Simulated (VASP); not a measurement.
Output of a VASP run:

OUTCAR:
```
 ion  position               nearest neighbor table
   1  0.000  0.000  0.000-   2 2.53   3 2.53   3 2.53   2 2.53   3 2.53   2 2.53
   2  0.333  0.667  0.241-   1 2.53   1 2.53   1 2.53
   3  0.667  0.333  0.759-   1 2.53   1 2.53   1 2.53
  LATTYP: Found a hexagonal cell.
 ALAT       =     3.7596767143
 C/A-ratio  =     1.4377336453
 Subroutine PRICEL returns:
 Original cell was already a primitive cell.
 Subroutine GETGRP returns: Found 12 space group operations
The static configuration has the point symmetry D_3d.
The dynamic configuration has the point symmetry D_3d.
 Subroutine INISYM returns: Found 12 space group operations
 Subroutine IBZKPT returns following result:
 Found     40 irreducible k-points:

 Following reciprocal coordinates:
            Coordinates               Weight
  0.000000  0.000000  0.000000      1.000000
  0.125000  0.000000  0.000000      6.000000
  0.250000  0.000000  0.000000      6.000000
  0.375000  0.000000  0.000000      6.000000
  0.500000  0.000000  0.000000      3.000000
  0.125000  0.125000  0.000000      6.000000
  0.250000  0.125000  0.000000     12.000000
  0.375000  0.125000  0.000000     12.000000
  0.250000  0.250000  0.000000      6.000000
  0.375000  0.250000  0.000000      6.000000
  0.000000  0.000000  0.200000      2.000000
  0.125000  0.000000  0.200000      6.000000
  0.000000  0.125000  0.200000      6.000000
  0.250000  0.000000  0.200000      6.000000
  0.000000  0.250000  0.200000      6.000000
  0.375000  0.000000  0.200000      6.000000
  0.000000  0.375000  0.200000      6.000000
  0.500000  0.000000  0.200000      6.000000
  0.125000  0.125000  0.200000     12.000000
  0.250000  0.125000  0.200000     12.000000
 -0.125000  0.375000  0.200000     12.000000
  0.375000  0.125000  0.200000     12.000000
 -0.125000  0.500000  0.200000     12.000000
  0.250000  0.250000  0.200000     12.000000
  0.375000  0.250000  0.200000     12.000000
  0.000000  0.000000  0.400000      2.000000
  0.125000  0.000000  0.400000      6.000000
  0.000000  0.125000  0.400000      6.000000
  0.250000  0.000000  0.400000      6.000000
  0.000000  0.250000  0.400000      6.000000
  0.375000  0.000000  0.400000      6.000000
  0.000000  0.375000  0.400000      6.000000
  0.500000  0.000000  0.400000      6.000000
  0.125000  0.125000  0.400000     12.000000
  0.250000  0.125000  0.400000     12.000000
 -0.125000  0.375000  0.400000     12.000000
  0.375000  0.125000  0.400000     12.000000
 -0.125000  0.500000  0.400000     12.000000
  0.250000  0.250000  0.400000     12.000000
  0.375000  0.250000  0.400000     12.000000
   k-points           NKPTS =     40   k-points in BZ     NKDIM =     40   number of bands    NBANDS=     15
   number of dos      NEDOS =    601   number of ions     NIONS =      3
   total plane-waves  NPLWV =  31360
   dimension x,y,z NGX =    28 NGY =   28 NGZ =   40
   dimension x,y,z NGXF=    56 NGYF=   56 NGZF=   80
   ions per type =               1   2
   PREC   = accura    normal or accurate (medium, high low for compatibility)
   ISTART =      0    job   : 0-new  1-cont  2-samecut
   ICHARG =      2    charge: 1-file 2-atom 10-const
   ISPIN  =      1    spin polarized calculation?
   LNONCOLLINEAR =      F non collinear calculations
   LSORBIT =      F    spin-orbit coupling
   INIWAV =      1    electr: 0-lowe 1-rand  2-diag
   ENCUT  =  520.0 eV  38.22 Ry    6.18 a.u.   6.99  6.99 10.05*2*pi/ulx,y,z
   NELM   =    100;   NELMIN=  2; NELMDL= -5     # of ELM steps
   EDIFF  = 0.1E-06   stopping-criterion for ELM
   LREAL  =      F    real-space projection
   NLSPLINE    = F    spline interpolate recip. space projectors
   LMAXMIX     =    6 max onsite mixed and CHGCAR
   VOSKOWN=      0    Vosko Wilk Nusair interpolation
   EDIFFG = 0.1E-05   stopping-criterion for IOM
   NSW    =      0    number of steps for IOM
...
```

### OSZICAR
```
       N       E                     dE             d eps       ncg     rms          rms(c)
DAV:   1     0.999324626298E+02    0.99932E+02   -0.10198E+04  1216   0.130E+03
DAV:   2    -0.265888273062E+02   -0.12652E+03   -0.12417E+03  1543   0.245E+02
DAV:   3    -0.317657998039E+02   -0.51770E+01   -0.51563E+01  1536   0.544E+01
DAV:   4    -0.318086231407E+02   -0.42823E-01   -0.42818E-01  1410   0.539E+00
DAV:   5    -0.318091295570E+02   -0.50642E-03   -0.50640E-03  1592   0.542E-01    0.132E+01
DAV:   6    -0.302641424174E+02    0.15450E+01   -0.14485E+01  1263   0.424E+01    0.812E+00
DAV:   7    -0.310011076699E+02   -0.73697E+00   -0.24214E+00  1340   0.167E+01    0.308E+00
DAV:   8    -0.309961939273E+02    0.49137E-02   -0.11077E-01  1277   0.291E+00    0.124E+00
DAV:   9    -0.310117887957E+02   -0.15595E-01   -0.30506E-02  1354   0.166E+00    0.202E-01
DAV:  10    -0.310154480732E+02   -0.36593E-02   -0.38606E-03  1326   0.724E-01    0.100E-01
DAV:  11    -0.310144203985E+02    0.10277E-02   -0.17534E-03  1326   0.529E-01    0.741E-02
DAV:  12    -0.310161985993E+02   -0.17782E-02   -0.99728E-04  1242   0.396E-01    0.179E-02
DAV:  13    -0.310162648509E+02   -0.66252E-04   -0.98003E-05  1564   0.124E-01    0.160E-02
DAV:  14    -0.310162805768E+02   -0.15726E-04   -0.33408E-05  1347   0.567E-02    0.496E-03
DAV:  15    -0.310162837263E+02   -0.31494E-05   -0.82408E-06  1431   0.339E-02    0.278E-03
DAV:  16    -0.310162851870E+02   -0.14607E-05   -0.55802E-06  1375   0.304E-02    0.200E-03
DAV:  17    -0.310162876270E+02   -0.24400E-05   -0.19287E-06  1340   0.158E-02    0.751E-04
DAV:  18    -0.310162880341E+02   -0.40709E-06   -0.14275E-07  1181   0.362E-03    0.417E-04
DAV:  19    -0.310162880813E+02   -0.47216E-07   -0.87659E-08   936   0.403E-03
   1 F= -.31016288E+02 E0= -.31016288E+02  d E =0.000000E+00
       N       E                     dE             ncg
       N       E                     dE             ncg
```

### OUTCAR
```
------------------------ aborting loop because EDIFF is reached ----------------------------------------
  FORCE on cell =-STRESS in cart. coord.  units (eV):
  Direction    XX          YY          ZZ          XY          YZ          ZX
  --------------------------------------------------------------------------------------
  Total       -0.0634966     -0.0634966      0.0433146      0.0000000      0.0000000     -0.0000000
  in kB       -1.5374484     -1.5374486      1.0487802      0.0000000      0.0000000     -0.0000000
  external PRESSURE =      -0.6753723 kB  Pullay stress =       0.0000000 kB
  volume of cell :       66.17
      direct lattice vectors                 reciprocal lattice vectors
     1.879838249 -3.255975607  0.000000000     0.265980331 -0.153563804  0.000000000
     1.879838249  3.255975607  0.000000000     0.265980331  0.153563804  0.000000000
     0.000000000  0.000000000  5.405413708     0.000000000  0.000000000  0.184999716
 POSITION                                       TOTAL-FORCE (eV/Angst)
 -----------------------------------------------------------------------------------
      0.00000      0.00000      0.00000         0.000000     -0.000000      0.000000
      1.87984      1.08533      1.30259        -0.000000     -0.000000     -0.004721
      1.87984     -1.08533      4.10282         0.000000      0.000000      0.004721
 -----------------------------------------------------------------------------------
    total drift:                               -0.000000      0.000000      0.000000
  FREE ENERGIE OF THE ION-ELECTRON SYSTEM (eV)
  ---------------------------------------------------
  free  energy   TOTEN  =       -31.0162880813 eV

  energy  without entropy=      -31.0162880813  energy(sigma->0) =      -31.01628808

 total charge

# of ion       s       p       d       tot
------------------------------------------
    1        0.685   0.682   7.979   9.346
    2        1.474   2.236   0.057   3.767
    3        1.474   2.236   0.057   3.767
--------------------------------------------------
tot          3.632   5.155   8.093  16.881

 Electric field gradients after diagonalization (V/A^2)
 (convention: |V_zz| > |V_xx| > |V_yy|)
----------------------------------------------------------------------
 ion       V_xx      V_yy      V_zz     asymmetry (V_yy - V_xx)/ V_zz
----------------------------------------------------------------------
   1     -56.023   -56.023   112.046       0.000
   2      32.641    32.640   -65.281       0.000
   3      32.641    32.640   -65.281       0.000
```
(Selected blocks of OUTCAR.)

File POSCAR:
```
PtSe2
1
    1.8798382492    -3.2559756069     0.0000000000
    1.8798382492     3.2559756069     0.0000000000
    0.0000000000     0.0000000000     5.4054137076
Pt Se
1 2
Direct
  0.0000000000   0.0000000000   0.0000000000
  0.3333330000   0.6666670000   0.2409791877
  0.6666670000   0.3333330000   0.7590208123
```

Task: Write an INCAR and KPOINTS that could have produced this output.

Result: One answer among several that fit: the input of the run itself, TPSS meta-GGA, plane waves, VASP's PBE PAW potentials (set 64).

### INCAR
```
# general
SYSTEM   =  PtSe2
PREC     =  Accurate
ENCUT    =  520
LREAL    =  .FALSE.
LASPH    =  .TRUE.

# electronic loop
EDIFF    =  1E-7
NELM     =  100
ALGO     =  Normal
LMAXMIX  =  6
LMIXTAU  =  .TRUE.

# smearing
ISMEAR   =  -5

# functional
METAGGA  =  TPSS

# ions
ISIF     =  2

# output
LWAVE    =  .FALSE.
LCHARG   =  .FALSE.
LORBIT   =  11
NEDOS    =  601

# other
LEFG     =  .TRUE.
```

**KPOINTS_OPT**
```
k-points along high-symmetry lines
6
Line-mode
Reciprocal
  0.000000   0.000000   0.000000 ! GAMMA
  0.500000  -0.000000   0.000000 ! M

  0.500000  -0.000000   0.000000 ! M
  0.333333   0.333333   0.000000 ! K

  0.333333   0.333333   0.000000 ! K
  0.000000   0.000000   0.000000 ! GAMMA

  0.000000   0.000000   0.000000 ! GAMMA
  0.000000   0.000000   0.500000 ! A

  0.000000   0.000000   0.500000 ! A
  0.500000  -0.000000   0.500000 ! L

  0.500000  -0.000000   0.500000 ! L
  0.333333   0.333333   0.500000 ! H

  0.333333   0.333333   0.500000 ! H
  0.000000   0.000000   0.500000 ! A

  0.500000  -0.000000   0.500000 ! L
  0.500000  -0.000000   0.000000 ! M

  0.333333   0.333333   0.500000 ! H
  0.333333   0.333333   0.000000 ! K
```

### KPOINTS
```
Automatic mesh
0
Gamma
8 8 5
0 0 0
```

POTCAR, in this order: Pt Se (PBE.64 set). Program: vasp_std.

Without a dispersion term in the relaxation, distances and binding between the weakly bound layers, chains or molecules are unreliable, and so is what depends on them.

The compound is PtSe2 in the 1T layered structure. It was relaxed first, which changed the volume by +8 %.
